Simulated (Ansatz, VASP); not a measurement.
**KCd: VASP beside Ansatz**

```
K Cd
1.0
     4.34282    0.00000    0.00000
     0.00000    4.34282    0.00000
     0.00000    0.00000    4.34282
K Cd
1 1
Direct
  0.00000 0.00000 0.00000
  0.50000 0.50000 0.50000
```

Alike in both runs: task electric field gradients; functional PBE; k mesh 9 × 9 × 9; occupations fermi-dirac, width 0.05 eV; no spin polarisation.

|  | VASP | Ansatz |
| --- | --- | --- |
| version | VASP 6.6.1 | Ansatz 0.2.0 |
| potentials or method | VASP PAW PBE potentials, release 64 (K_sv, Cd) | PAW with Ansatz's default frozen-core files, scalar-relativistic |
| plane-wave cutoff (eV) | 520 | 420 |
| valence electrons in the cell | 21 | 29 |

|  | VASP | Ansatz | Ansatz less VASP |
| --- | --- | --- | --- |
| pressure (GPa) | 0.0 | 0.0 | -0.01 |
| Vzz of the field gradient on the site that differs most (V/Å²) | 0.0 | 0.0 | 0.00 |

The two sets of potentials don't hold the same shells in valence. Ansatz warned: «gradients_without_spin_orbit».
